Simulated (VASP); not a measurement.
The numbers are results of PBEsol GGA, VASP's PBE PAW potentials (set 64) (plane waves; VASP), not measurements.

Input for VASP

KPOINTS:
```
Automatic mesh
0
Gamma
6 6 6
0 0 0
```

INCAR:
```
ALGO  =  Normal
EDIFF  =  1E-7
ENCUT  =  400
GGA  =  PS
ISIF  =  2
ISMEAR  =  -5
LASPH  =  .TRUE.
LCHARG  =  .TRUE.
LEFG  =  .TRUE.
LMAXMIX  =  6
LORBIT  =  11
LREAL  =  .FALSE.
LWAVE  =  .FALSE.
NEDOS  =  601
NELM  =  100
PREC  =  Accurate
SYSTEM  =  Hg3ZnTe4
```

File POSCAR:
```
Hg3ZnTe4
1
    6.4002382956    -0.0000000000     0.0000000000
    0.0000000000     6.4002382956    -0.0000000000
   -0.0000000000    -0.0000000000     6.4002382956
Zn Te Hg
1 4 3
Direct
  0.0000000000   0.0000000000   0.0000000000
  0.2390505818   0.2390505818   0.2390505818
  0.7609494182   0.7609494182   0.2390505818
  0.7609494182   0.2390505818   0.7609494182
  0.2390505818   0.7609494182   0.7609494182
  0.5000000000   0.5000000000   0.0000000000
  0.5000000000   0.0000000000   0.5000000000
  0.0000000000   0.5000000000   0.5000000000
```

POTCAR, in this order: Zn Te Hg (PBE.64 set). Program: vasp_std.

### Question
What will the output report for the number of irreducible k-points (NKPTS), number of bands (NBANDS), largest plane-wave count, number of space-group operations, FFT grid (NGX, NGY, NGZ)?

### Answer

| Quantity | Result |
|---|---|
| number of irreducible k-points (NKPTS) | 20 |
| number of bands (NBANDS) | 43 |
| largest plane-wave count | 4788 |
| number of space-group operations | 24 |
| FFT grid (NGX, NGY, NGZ) | 42 × 42 × 42 |

The structure was generated: Hg3ZnTe4 was put into an ordered model structure (P-43m), which need not be its known phase. It was relaxed first.
